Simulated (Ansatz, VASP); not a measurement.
# Cross-check of MgCd3S4 between VASP and Ansatz, part 2 of 2

One calculation is typed for both programs; each brings its own data sets. How far apart do they land? The cell is generated by rule, not measured, and may not be a known phase. The cell is taken from a series of runs on this material, whose earlier steps may have relaxed, scaled, displaced or heated it; both programs get it as it stands.

VASP 6.6.1 and Ansatz 0.2.0.

So far: The structure; VASP: relaxation of cell and atoms, PBEsol, pair 1.

### Step 3. Ansatz: relaxation of cell and atoms, PBEsol, pair 1

Level of this step: Ansatz beside VASP: Kohn-Sham DFT, plane waves, PBEsol (Ansatz).

Ansatz runs on its default PAW (the set named soft_2) files.

The same cell, functional and mesh now go to Ansatz, which takes its cutoff from its data sets.

input.yaml reads:

```yaml
crystal:
  lattice:
    - [2.8948063492, 2.8948063492, 0.0]
    - [-2.8948063492, 2.8948063492, 0.0]
    - [0.0, 0.0, 11.5174942461]
  atoms:
    - { symbol: Cd, position: [0.0, 0.0, -0.0050938032] }
    - { symbol: Cd, position: [0.5, 0.5, 0.25] }
    - { symbol: Cd, position: [0.0, 0.0, 0.5050938032] }
    - { symbol: Mg, position: [0.5, 0.5, 0.75] }
    - { symbol: S, position: [0.5, 1.0, 0.122512023] }
    - { symbol: S, position: [0.0, 0.5, 0.377487977] }
    - { symbol: S, position: [0.5, 1.0, 0.6329222379] }
    - { symbol: S, position: [0.0, 0.5, 0.8670777621] }
kpoints:
  mp_grid: { grid: [8, 8, 2] }
hamiltonian:
  xc: pbesol
scf:
  occupations: { method: fixed }
output:
  forces: true
  stress: true
  eigenvalues: true
relax:
  adjacent_minimum: "off"
  f_tol: 0.001
  max_steps: 60
  cell: { stress_tol: 0.01 }
```

Launch:

```sh
$ ansatz run input.yaml --threads 8 --pin off --max-ram 14336MiB --backend cpu --events-out ev --progress --plain --runs-dir out
```

Numbers of over 12 decimals in the logs are rounded to 6 here.

The program printed:

```text
Engine: ansatz 0.2.0, x86_64-unknown-linux-gnu
Pseudopotentials: kind: paw
Pseudopotential: Cd, paw, valence charge 20, recommended cutoff 420 eV (normal), Cd.paw.azcp
Pseudopotential: Mg, paw, valence charge 10, recommended cutoff 420 eV (normal), Mg.paw.azcp
Pseudopotential: S, paw, valence charge 6, recommended cutoff 420 eV (normal), S.paw.azcp
Functional definition: PBEsol
  exchange = pbesol_x
  correlation = pbesol_c
Crystal: 8 atoms, lattice volume = 193.031 Å³
Basis set: ecut = 420 eV, 3791 PW (Γ), exchange–correlation on 60×60×160 points (8 copies of the dense FFT grid, shifted against one another)
Bands: 57, of which v1, the nominal top of the filled ones, is band 47 counted from 1 (46 counted from 0)
Symmetry: 8 space group operations
Space group: P-4m2 (ITA 115), of the structure as read, at distance tolerance 5.8e-5 Å
k-points: 30 of 128
Non-local potential: Cd, projectors of the file, l = 0: 3, l = 1: 2, l = 2: 2, l = 3: 1
Non-local potential: Mg, projectors of the file, l = 0: 3, l = 1: 2, l = 2: 1
Non-local potential: S, projectors of the file, l = 0: 2, l = 1: 2, l = 2: 2
PAW form: soft (Blöchl's): semilocal exchange-correlation on the pseudo side does not see the compensation charge
PAW frozen core: Cd, regenerated for the run's functional, and the local potential with it (the file was generated under x = pbe(κ = 0.804, μ = 0.219515), c = pbe(β = 0.066725))
PAW frozen core: Mg, regenerated for the run's functional, and the local potential with it (the file was generated under x = pbe(κ = 0.804, μ = 0.219515), c = pbe(β = 0.066725))
PAW frozen core: S, regenerated for the run's functional, and the local potential with it (the file was generated under x = pbe(κ = 0.804, μ = 0.219515), c = pbe(β = 0.066725))
PAW one-centre angular grid: Cd, 590 points (default); XC on 64 Gauss nodes
PAW one-centre angular grid: Mg, 110 points (default); XC on 64 Gauss nodes
PAW one-centre angular grid: S, 110 points (default); XC on 64 Gauss nodes
Initial density: superposition of atomic densities (neutral atoms: chi_scale 0, normalization atom), corrected by the library's trained network
Initial wavefunctions: pseudopotential atomic-orbital guess
Functional: x = pbesol(κ = 0.804, μ = 0.123457), c = pbesol(β = 0.046)
SCF iter   1: F=—  HF=-30010.446576 eV  |F-HF|=—  |Δ(HF+E_count)|=         —  Δρ=4.91e-3  dr2=6.46e-2  ethr=1.77e-3  ⟨swp⟩=4.9  Hψ=5217  notcnv=0  defer=223
preconditioner: auto → Resta (q_TF=auto, 2.420 Å⁻¹)  ε∞=4.6  [insulator: Δε(μ)=1.393 eV  Ē_g=11.128 eV  n_scr=48 (ndim 8)  ℏωp=21.0 eV  f_vac=0.105  ε∞_Penn≈4.6]
SCF iter   2: F=—  HF=-30010.430951 eV  |F-HF|=—  |Δ(HF+E_count)|=   1.56e-2  Δρ=1.88e-3  dr2=1.10e-2  ethr=6.87e-5  ⟨swp⟩=2.6  Hψ=2719  notcnv=0  defer=240
SCF iter   3: F=—  HF=-30010.428347 eV  |F-HF|=—  |Δ(HF+E_count)|=   2.60e-3  Δρ=4.54e-4  dr2=4.84e-4  ethr=1.17e-5  ⟨swp⟩=2.1  Hψ=2567  notcnv=0  defer=240
SCF iter   4: F=—  HF=-30010.428504 eV  |F-HF|=—  |Δ(HF+E_count)|=   1.56e-4  Δρ=1.70e-4  dr2=8.61e-5  ethr=5.15e-7  ⟨swp⟩=2.9  Hψ=2573  notcnv=0  defer=235
SCF iter   5: F=—  HF=-30010.428627 eV  |F-HF|=—  |Δ(HF+E_count)|=   1.23e-4  Δρ=4.89e-5  dr2=4.88e-6  ethr=9.16e-8  ⟨swp⟩=2.0  Hψ=2495  notcnv=0  defer=151
SCF iter   6: F=—  HF=-30010.428634 eV  |F-HF|=—  |Δ(HF+E_count)|=   7.57e-6  Δρ=1.51e-5  dr2=4.11e-7  ethr=5.19e-9  ⟨swp⟩=2.1  Hψ=2514  notcnv=0  defer=154
SCF iter   7: F=-30010.428635 eV  HF=-30010.428635 eV  |F-HF|=1.62e-8  |Δ(HF+E_count)|=   4.04e-7  Δρ=3.22e-6  dr2=2.20e-8  ethr=1.06e-10  ⟨swp⟩=12.8  Hψ=8692  notcnv=0
SCF 1 converged in 7 iterations: F = -30010.428635 eV  dr2 = 2.20e-8
  greatest PAW one-centre occupation: 1.000 electrons in one spin orbital (limit 2), on the Cd atom at site 1 (counted from 0), in its partial waves of l = 0
relax step   1: F+E_penalty+E_count = -30010.42863457 eV  Δ(F+E_penalty+E_count) = +0.000e0 eV  max|allowed force component| = 2.235e-3 eV/Å  Δτ_max = 0.0000 Å  P = +0.018 GPa  Ω = 193.031 Å³  (7 SCF iters, dr2 threshold 1.00e-7 eV, accepted)
[...]
relax step   2: F+E_penalty+E_count = -30010.42863751 eV  Δ(F+E_penalty+E_count) = -2.937e-6 eV  max|allowed force component| = 2.528e-4 eV/Å  Δτ_max = 0.0003 Å  P = -0.000 GPa  Ω = 193.087 Å³  energy of the carried Pulay correction = -6.496e-6 eV  (5 SCF iters, dr2 threshold 1.53e-9 eV, accepted)
[...]
relax step   3: F+E_penalty+E_count = -30010.42864482 eV  Δ(F+E_penalty+E_count) = -7.319e-6 eV  max|allowed force component| = 2.535e-4 eV/Å  Δτ_max = 0.0000 Å  P = -0.000 GPa  Ω = 193.087 Å³  stress off target by 7.60e-3 GPa  SCF on the basis re-selected at this cell (its energy is not comparable with the rows above)  (5 SCF iters)
basis re-selected at this cell: Δ(F+E_penalty+E_count) = -7.319e-6 eV, ΔP = -0.000 GPa vs the last step (what re-selecting the basis moved, of the pressure what is left beyond the Pulay correction that the steps carried, after the strain that the cell walked since its last selection, with what the two solves' SCF thresholds leave and, on support functions, any second-order correction that the steps lacked; it is no m [...]
SCF converged after 5 iterations
Free energy (F): -30010.428645 eV
Harris-Foulkes:  -30010.428645 eV  (|F-HF|=1.09e-11)
Internal energy: -30010.428645 eV  (E = F + TS)
E sigma→0 (E₀):  -30010.428645 eV
Fermi energy:    6.058733 eV
--- Per-component energies (eV) ---
  E_band       = -1907.800409
  E_kinetic    = 2017.833523
  E_local      = -14423.432784  (includes V_loc(G=0)·N_el)
  E_nonlocal   = 320.656244
  E_hartree    = 6446.335177
  E_xc         = -939.414855
  E_vxc        = -1049.632625  (∫ρ·V_xc dr)
  E_paw        = -14659.986776  (= ΣΔE_a)
  E_vpaw       = -1665.895280  (= ΣTr[D̂ρ^β])
  E_aug_tail   = 0.000038  (compensation charges beyond the density's cutoff)
  E_ewald      = -8773.751751
  E_core_change = 1.332539  (= ΣΔE_core)
  E_smearing   = -0.000000  (= −TS)
  E_closure    = 0.000000  (closes the sum)
  Σ components = -30010.428645   (vs F -30010.428645, Δ=0.00e0)
--- Forces (eV/Å), atoms counted from 1 ---
  atom   1  Cd    -0.00000000    -0.00000000    -0.00003882
  atom   2  Cd    -0.00000000     0.00000000    -0.00000000
  atom   3  Cd    -0.00000000     0.00000000     0.00003882
  atom   4  Mg    -0.00000000    -0.00000000    -0.00000000
  atom   5  S      0.00000000     0.00000000    -0.00020584
  atom   6  S      0.00000000     0.00000000     0.00020584
  atom   7  S      0.00000000    -0.00000000    -0.00025349
  atom   8  S      0.00000000    -0.00000000     0.00025349
  max |Σ_I F_I| component: 3.47e-17 eV/Å
--- Stress (GPa, compression-positive) ---
        0.003642      -0.000000      -0.000000
       -0.000000       0.003642      -0.000000
       -0.000000      -0.000000      -0.007600
  P = ⅓ Tr σ = -0.0001 GPa (-0.001 kbar)
--- Band table (eV; the first three rows and the last of 30) ---
  k-point 0: bands = [... 43 lower, 5.2061, 5.9862, 6.0587, 6.0587, 7.5141, 9.4882, 9.8853, 9.9557, ... 6 higher]
  k-point 1: bands = [... 43 lower, 5.5531, 5.5531, 5.9015, 5.9015, 8.3841, 8.7967, 9.7819, 9.8455, ... 6 higher]
  k-point 2: bands = [... 43 lower, 5.2382, 5.4481, 5.8386, 6.0216, 8.1171, 9.7675, 9.9477, 10.1416, ... 6 higher]
  k-point 29: bands = [... 43 lower, 4.1250, 4.1444, 4.1444, 4.1718, 10.0649, 10.0649, 10.3386, 10.3386, ... 6 higher]
--- Relaxed structure (2 steps of the walk, 2 accepted, 1 SCFs on fresh bases) ---
  F+E_penalty+E_count = -30010.42864482 eV   max|allowed force component| = 2.535e-4 eV/Å   (the final SCF, on the basis selected at the relaxed cell)
  cell:  # Å, volume = 193.0873 Å³
    - [2.895521, 2.895521, 0]
    - [-2.895521, 2.895521, 0]
    - [0, 0, 11.515172]
  atoms:
    - { symbol: Cd, position: [0, 0, -0.00508942] }
    - { symbol: Cd, position: [0.5, 0.5, 0.250000] }
    - { symbol: Cd, position: [0, 0, 0.505089] }
    - { symbol: Mg, position: [0.5, 0.5, 0.750000] }
    - { symbol: S, position: [0.5, 1.0, 0.122524] }
    - { symbol: S, position: [0, 0.5, 0.377476] }
    - { symbol: S, position: [0.5, 1.0, 0.632945] }
    - { symbol: S, position: [0, 0.5, 0.867055] }
```

### Step 4. Side by side

Known differences besides the potentials themselves: fixed occupations in Ansatz, narrow Gaussian smearing in VASP; the data sets hold 94 valence electrons in Ansatz (on its default PAW (the set named soft_2) files) and 62 in VASP; the cutoff is 420 eV in Ansatz and 600 eV in VASP; Ansatz makes its cores anew for this functional, VASP keeps those of its PBE data sets; Ansatz adds a Pulay correction to the stress that steers its cell, VASP none. Total energies have different zeros and are not compared.

Both answers:

```
                                         quantity  Ansatz    VASP  difference
                                      volume (Å³)  193.09  193.85     -0.39 %
edge a after relaxation, in the typed setting (Å)   4.095   4.101     -0.16 %
edge c after relaxation, in the typed setting (Å)  11.515  11.525     -0.08 %
```

### Step 5. Ansatz: relaxation of cell and atoms, PBEsol, pair 2

The relaxed volume is the usual yardstick between codes: in a stiff, nearly cubic crystal its relative difference is about their pressure difference at one cell divided by the bulk modulus.

The cell is taken from a series of runs on this material, whose earlier steps may have relaxed, scaled, displaced or heated it; both programs get it as it stands.

input.yaml reads:

```yaml
crystal:
  lattice:
    - [2.885, 2.885, 0.0]
    - [-2.885, 2.885, 0.0]
    - [0.0, 0.0, 11.54]
  atoms:
    - { symbol: Cd, position: [0.0, 0.0, 0.0] }
    - { symbol: Cd, position: [0.5, 0.5, 0.25] }
    - { symbol: Cd, position: [0.0, 0.0, 0.5] }
    - { symbol: Mg, position: [0.5, 0.5, 0.75] }
    - { symbol: S, position: [0.5, 1.0, 0.125] }
    - { symbol: S, position: [0.0, 0.5, 0.375] }
    - { symbol: S, position: [0.5, 1.0, 0.625] }
    - { symbol: S, position: [0.0, 0.5, 0.875] }
kpoints:
  mp_grid: { grid: [6, 6, 2] }
hamiltonian:
  xc: pbesol
scf:
  occupations: { method: gaussian, width: 0.02 }
output:
  forces: true
  stress: true
  eigenvalues: true
relax:
  adjacent_minimum: "off"
  f_tol: 0.005
  max_steps: 80
  cell: { stress_tol: 0.05 }
```

The program printed:

```text
[...]
Crystal: 8 atoms, lattice volume = 192.100 Å³
Basis set: ecut = 420 eV, 3775 PW (Γ), exchange–correlation on 60×60×160 points (8 copies of the dense FFT grid, shifted against one another)
Bands: 57, of which v1, the nominal top of the filled ones, is band 47 counted from 1 (46 counted from 0)
Symmetry: 8 space group operations
[...]
k-points: 20 of 72
[...]
- [2.894806, 2.894806, 0]
    - [-2.894806, 2.894806, 0]
    - [0, 0, 11.517494]
  atoms:
    - { symbol: Cd, position: [0, 0, -0.0050938] }
    - { symbol: Cd, position: [0.5, 0.5, 0.25] }
    - { symbol: Cd, position: [0, 0, 0.505094] }
    - { symbol: Mg, position: [0.5, 0.5, 0.75] }
    - { symbol: S, position: [0.500000, 1.000000, 0.122512] }
    - { symbol: S, position: [0, 0.5, 0.377488] }
    - { symbol: S, position: [0.500000, 1.000000, 0.632922] }
    - { symbol: S, position: [0, 0.5, 0.867078] }
[key lines of the parts left out:]
SCF converged after 4 iterations
Free energy (F): -30010.425950 eV
Fermi energy:    6.791652 eV
P = ⅓ Tr σ = 0.0207 GPa (0.207 kbar)
```

### Step 6. VASP: relaxation of cell and atoms, PBEsol, pair 2

The same cell, functional, mesh and smearing now go to VASP, with its own data sets.

INCAR reads:

```
SYSTEM = MgCd3S4
PREC = Accurate
ENCUT = 600
EDIFF = 1E-07
NELM = 120
ISMEAR = 0
SIGMA = 0.02
LREAL = .FALSE.
ALGO = Normal
GGA = PS
NBANDS = 39
LORBIT = 11
LWAVE = .FALSE.
LCHARG = .FALSE.
ISIF = 3
IBRION = 2
NSW = 80
EDIFFG = -0.005
LASPH = .TRUE.
GGA_COMPAT = .FALSE.
NELMIN = 4
EFERMI = MIDGAP
KPAR = 2
```

POSCAR reads:

```
MgCd3S4
1.0
    2.8850000000      2.8850000000      0.0000000000
   -2.8850000000      2.8850000000      0.0000000000
    0.0000000000      0.0000000000     11.5400000000
Cd Mg S
3 1 4
Direct
    0.0000000000      0.0000000000      0.0000000000
    0.5000000000      0.5000000000      0.2500000000
    0.0000000000      0.0000000000      0.5000000000
    0.5000000000      0.5000000000      0.7500000000
    0.5000000000      0.0000000000      0.1250000000
    0.0000000000      0.5000000000      0.3750000000
    0.5000000000      0.0000000000      0.6250000000
    0.0000000000      0.5000000000      0.8750000000
```

KPOINTS reads:

```
Automatic mesh
0
Gamma
6 6 2
0 0 0
```

PAW data sets: Cd, Mg and S (PBE family, release 64).

Launch:

```sh
$ mpirun -np 2 vasp_std
```

The program printed:

```text
[banner, memory and clock lines left out]
running    2 mpi-ranks, on    1 nodes
[...]
[... a notice as in an earlier step ...]

 LDA part: xc-table for (Slater+PW92), standard interpolation
 POSCAR, INCAR and KPOINTS ok, starting setup
[...]
entering main loop
       N       E                     dE             d eps       ncg     rms          rms(c)
DAV:   1     0.454948886529E+03    0.45495E+03   -0.31654E+04  1560   0.161E+03
DAV:   2     0.255701288430E+01   -0.45239E+03   -0.43508E+03  1747   0.358E+02
DAV:   3    -0.307256484924E+02   -0.33283E+02   -0.33027E+02  1856   0.932E+01
DAV:   4    -0.313315345353E+02   -0.60589E+00   -0.60505E+00  1801   0.123E+01
[...]
DAV:  13    -0.292888986793E+02   -0.85961E-05   -0.78189E-05  1661   0.628E-02    0.805E-03
DAV:  14    -0.292889002915E+02   -0.16122E-05   -0.10275E-05  1829   0.200E-02    0.106E-02
DAV:  15    -0.292889003033E+02   -0.11773E-07   -0.68170E-07  1573   0.423E-03
   1 F= -.29288900E+02 E0= -.29288900E+02  d E =-.292889E+02
[... from here on, the cycles between the ionic steps are left out ...]
   2 F= -.29320397E+02 E0= -.29320397E+02  d E =-.314963E-01
   3 F= -.29321548E+02 E0= -.29321548E+02  d E =-.326479E-01
   4 F= -.29336663E+02 E0= -.29336663E+02  d E =-.151148E-01
   5 F= -.29340878E+02 E0= -.29340878E+02  d E =-.193300E-01
   6 F= -.29347031E+02 E0= -.29347031E+02  d E =-.615235E-02
   7 F= -.29351269E+02 E0= -.29351269E+02  d E =-.103904E-01
   8 F= -.29353165E+02 E0= -.29353165E+02  d E =-.189650E-02
   9 F= -.29353237E+02 E0= -.29353237E+02  d E =-.196864E-02
  10 F= -.29353231E+02 E0= -.29353231E+02  d E =0.603753E-05
  11 F= -.29353280E+02 E0= -.29353280E+02  d E =-.422492E-04
[...]
reached required accuracy - stopping structural energy minimisation
```

From OUTCAR (step 6):

```text
  Total        0.0057971      0.0057971     -0.0223959     -0.0000000      0.0000000      0.0000000
  in kB        0.0479043      0.0479043     -0.1850699     -0.0000000      0.0000000      0.0000000
  external PRESSURE =      -0.0297538 kB  Pullay stress =       0.0000000 kB

 POSITION                                       TOTAL-FORCE (eV/Angst)
 -----------------------------------------------------------------------------------
      0.00000      0.00000     11.46505         0.000000      0.000000     -0.002907
      0.00000      2.89984      2.88209        -0.000000     -0.000000      0.000000
      0.00000      0.00000      5.82747         0.000000      0.000000      0.002907
      0.00000      2.89984      8.64626         0.000000      0.000000      0.000000
      1.44992      1.44992      1.40993         0.000000      0.000000      0.001570
     -1.44992      1.44992      4.35424         0.000000      0.000000     -0.001570
      1.44992      1.44992      7.30436         0.000000      0.000000     -0.001179
     -1.44992      1.44992      9.98816         0.000000      0.000000      0.001179
 -----------------------------------------------------------------------------------
    total drift:                                0.000000      0.000000      0.000000

  FREE ENERGIE OF THE ION-ELECTRON SYSTEM (eV)
  ---------------------------------------------------
  free  energy   TOTEN  =       -29.3532795267 eV

  energy  without entropy=      -29.3532795267  energy(sigma->0) =      -29.35327953

[... 1 part as in an earlier step ...]

[... 3 further parts left out ...]
[key lines of the parts left out:]
E-fermi :   1.9518
```

### Step 7. Comparison

What differs besides the data sets and the points named for the pairs above, as far as they apply: the data sets hold 94 valence electrons in Ansatz (on its default PAW (the set named soft_2) files) and 62 in VASP. Total energies have different zeros and are not compared.

Both answers:

```
                                         quantity  Ansatz    VASP  difference
                                      volume (Å³)  193.03  193.88     -0.44 %
edge a after relaxation, in the typed setting (Å)   4.094   4.101     -0.17 %
edge c after relaxation, in the typed setting (Å)  11.518  11.528     -0.09 %
```

### Step 8. Summary of results

- difference in volume (relaxation of cell and atoms, PBEsol, pair 1): -0.39 %
- difference in volume (relaxation of cell and atoms, PBEsol, pair 2): -0.44 %

The difference in volume is -0.44 % (relaxation of cell and atoms, PBEsol, pair 2), within the 1.2 % picked in this series as the mark of a large difference, as far as the stopping tolerances let one tell. The data sets hold unlike numbers of valence electrons (94 in Ansatz and 62 in VASP), so part of the differences comes from the potentials. How closely two codes agree says nothing of how well the functional describes the real material.

[Lines on the potential files, build, host, timing and source positions are cut from VASP's logs without a mark.]

[Logs are printed without paths, hosts, clocks, repeated set-up lines and the standing remarks that a program may print on its own settings, such as how far it seeks lower states.]

[Hosts, paths, dates, database ids (printed as entryN), source tags and the programs' standing remarks are cut or masked in the printed files.]
